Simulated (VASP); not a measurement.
Here is the system:

```
CELL_PARAMETERS angstrom
      2.84007     0.00000     0.00000
      0.00000     2.84007     0.00000
      0.00000     0.00000     2.84007
ATOMIC_POSITIONS crystal
  Cr 0.00000 0.00000 0.00000
  Cr 0.50000 0.50000 0.50000
```
Starting moments (μB, in the order of the record's atoms Cr Cr): 1.2 -1.2.

These are revTPSS meta-GGA, VASP's PBE PAW potentials (set 64) (plane waves; VASP 6.6.1) values and carry that method's errors. Numerical set-up: 520 eV cut-off, 14×14×14 Γ-centred mesh, tetrahedra with Blöchl corrections, potentials Cr_pv.

Problem. Give the spin-up energies of bands 7 to 15 at the high-symmetry points, in eV from the Fermi level.

Solution. 
```json
[
 {"band": "7", "Γ": "-7.93", "X": "-4.11", "M": "-4.57", "R": "-2.73"},
 {"band": "8", "Γ": "-4.30", "X": "-3.83", "M": "-4.37", "R": "-2.73"},
 {"band": "9", "Γ": "-4.30", "X": "-2.09", "M": "-2.49", "R": "-2.73"},
 {"band": "10", "Γ": "-0.95", "X": "-1.26", "M": "-2.49", "R": "-1.88"},
 {"band": "11", "Γ": "-0.95", "X": "-0.92", "M": "1.12", "R": "-1.88"},
 {"band": "12", "Γ": "-0.95", "X": "-0.92", "M": "1.12", "R": "-1.88"},
 {"band": "13", "Γ": "1.44", "X": "0.12", "M": "1.27", "R": "1.33"},
 {"band": "14", "Γ": "1.44", "X": "0.32", "M": "1.27", "R": "1.33"},
 {"band": "15", "Γ": "2.79", "X": "0.32", "M": "1.51", "R": "2.36"}
]
```

Problem. Give the spin-down energies of bands 7 to 15 at the high-symmetry points, in eV from the Fermi level.

Solution. 
| band | Γ | X | M | R |
|---|---|---|---|---|
| 7 | -7.93 | -4.11 | -4.57 | -2.73 |
| 8 | -4.30 | -3.83 | -4.37 | -2.73 |
| 9 | -4.30 | -2.09 | -2.49 | -2.73 |
| 10 | -0.95 | -1.26 | -2.49 | -1.88 |
| 11 | -0.95 | -0.92 | 1.12 | -1.88 |
| 12 | -0.95 | -0.92 | 1.12 | -1.88 |
| 13 | 1.44 | 0.12 | 1.27 | 1.33 |
| 14 | 1.44 | 0.32 | 1.27 | 1.33 |
| 15 | 2.79 | 0.32 | 1.51 | 2.36 |

It has no gap at this level: it comes out as a metal or semimetal.

The compound is Cr in the bcc, AFM order structure. It was relaxed first.
